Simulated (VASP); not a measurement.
All values below come from PBEsol GGA, VASP's PBE PAW potentials (set 64) (plane waves; VASP).

Input for VASP

INCAR:
```
# general
SYSTEM  = CuF
PREC    = Accurate
ENCUT   = 620   # plane-wave cut-off (eV)
LREAL   = .FALSE.
LASPH   = .TRUE.   # aspherical one-centre terms

# electronic loop
EDIFF   = 1E-6
NELM    = 100   # most electronic steps
ALGO    = Normal
LMAXMIX = 4   # l cut-off of mixed one-centre charges

# smearing
ISMEAR  = 1   # Methfessel-Paxton
SIGMA   = 0.1

# functional
GGA     = PS

# ions
IBRION  = 2   # conjugate gradients
NSW     = 40   # most ionic steps
ISIF    = 3
EDIFFG  = -0.02   # ionic stop
PSTRESS = 300   # kbar

# output
LWAVE   = .FALSE.
LCHARG  = .FALSE.
```

**POSCAR**
```
CuF
1.0
  2.4975275114   0.0000000004   0.0000000000
 -1.2487637553   2.1629220748   0.0000000000
  0.0000000000   0.0000000000   6.3919492354
Cu F
2 2
Direct
  0.0000000000   0.0000000000   0.0000000000
  0.0000000000   0.0000000000   0.5000000000
  0.3333330000   0.6666670000   0.2500000000
  0.6666670000   0.3333330000   0.7500000000
```

**KPOINTS**
```
Automatic mesh
0
Gamma
14 14 5
0 0 0
```

POTCAR, in this order: Cu F (PBE.64 set). Program: vasp_std.

Output

**OSZICAR**
```
       N       E                     dE             d eps       ncg     rms          rms(c)
DAV:   1     0.360371710167E+03    0.36037E+03   -0.20881E+04  3424   0.319E+03
DAV:   2     0.278729976059E+02   -0.33250E+03   -0.31758E+03  3236   0.516E+02
DAV:   3    -0.156504531288E+02   -0.43523E+02   -0.42195E+02  4080   0.210E+02
DAV:   4    -0.168327524085E+02   -0.11823E+01   -0.11779E+01  4044   0.363E+01
DAV:   5    -0.168473086186E+02   -0.14556E-01   -0.14554E-01  4220   0.354E+00    0.947E+00
DAV:   6    -0.157605895693E+02    0.10867E+01   -0.15052E+01  4524   0.889E+01    0.622E+00
DAV:   7    -0.150782265542E+02    0.68236E+00   -0.32671E+00  4116   0.563E+01    0.182E+00
DAV:   8    -0.150775147789E+02    0.71178E-03   -0.32630E-01  4694   0.550E+00    0.839E-01
DAV:   9    -0.150622250006E+02    0.15290E-01   -0.14439E-02  4484   0.248E+00    0.155E-01
DAV:  10    -0.150621558670E+02    0.69134E-04   -0.48946E-03  4900   0.116E+00    0.819E-02
DAV:  11    -0.150620679585E+02    0.87908E-04   -0.43888E-04  4994   0.413E-01    0.153E-02
DAV:  12    -0.150620755783E+02   -0.76197E-05   -0.65955E-05  4276   0.922E-02    0.126E-02
DAV:  13    -0.150620731791E+02    0.23992E-05   -0.92692E-06  4226   0.703E-02    0.107E-03
DAV:  14    -0.150620733099E+02   -0.13085E-06   -0.94385E-07  1854   0.118E-02
   1 F= -.85966771E+01 E0= -.85972681E+01  d E =-.859668E+01
```

**OUTCAR**
```
------------------------ aborting loop because EDIFF is reached ----------------------------------------
  FORCE on cell =-STRESS in cart. coord.  units (eV):
  Direction    XX          YY          ZZ          XY          YZ          ZX
  --------------------------------------------------------------------------------------
  Total        6.5188186      6.5188174      6.5167886      0.0000000     -0.0000000      0.0000000
  in kB      302.4788450    302.4787900    302.3846544      0.0000001     -0.0000000      0.0000000
  external PRESSURE =       2.4474298 kB  Pullay stress =     300.0000000 kB
  volume of cell :       34.53
      direct lattice vectors                 reciprocal lattice vectors
     2.497527511  0.000000000  0.000000000     0.400395990  0.231168753  0.000000000
    -1.248763755  2.162922075  0.000000000    -0.000000000  0.462337507  0.000000000
     0.000000000  0.000000000  6.391949235     0.000000000  0.000000000  0.156446799
 POSITION                                       TOTAL-FORCE (eV/Angst)
 -----------------------------------------------------------------------------------
      0.00000      0.00000      0.00000         0.000000      0.000000     -0.000000
      0.00000      0.00000      3.19597         0.000000      0.000000     -0.000000
     -0.00000      1.44195      1.59799         0.000000      0.000000     -0.000000
      1.24877      0.72097      4.79396        -0.000000     -0.000000      0.000000
 -----------------------------------------------------------------------------------
    total drift:                                0.000000     -0.000000      0.000000
  FREE ENERGIE OF THE ION-ELECTRON SYSTEM (eV)
  ---------------------------------------------------
  free  energy   TOTEN  =       -15.0620733099 eV

  energy  without entropy=      -15.0638462990  energy(sigma->0) =      -15.06266431
  enthalpy is  TOTEN    =        -8.5966771122 eV   P V=        6.4653961977

 reached required accuracy - stopping structural energy minimisation
```
(Selected blocks of OUTCAR.)

The structure was generated: CuF was put into the NiAs type type (P6_3/mmc), which need not be its known phase. It was relaxed first under an external pressure of 30 GPa.
